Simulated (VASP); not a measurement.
Given:

```xyz
2
Lattice="0.0000 3.0291 3.0291 3.0291 0.0000 3.0291 3.0291 3.0291 0.0000" Properties=species:S:1:pos:R:3 pbc="T T T"
Pb     0.0000     0.0000     0.0000
Se     3.0291     3.0291     3.0291
```

Calculation: vdW-DF-cx, VASP's PBE PAW potentials (set 64) (plane waves; VASP 6.6.1). Run with 520 eV cut-off, 8×8×8 Γ-centred mesh, Gaussian smearing of 0.050 eV, potentials Pb_d Se.

Unless said otherwise, spin-orbit coupling is left out, though it shifts the bands of the heavy elements here.

Task: Estimate the energy per atom (σ→0), pressure, band gap (on the k-mesh) with the smallest direct gap where there is one.

Result: 
```yaml
band gap (on the k-mesh): 0.15 eV
smallest direct gap (on the k-mesh): 0.15 eV
energy per atom (σ→0): -1.811 eV/atom
pressure: 1.80 GPa
```

Total energies compare only between runs with the same potentials, cut-off and functional.

The compound is PbSe in the rock salt structure. This cell is one point of a volume scan, at 0.97 of the reference volume.
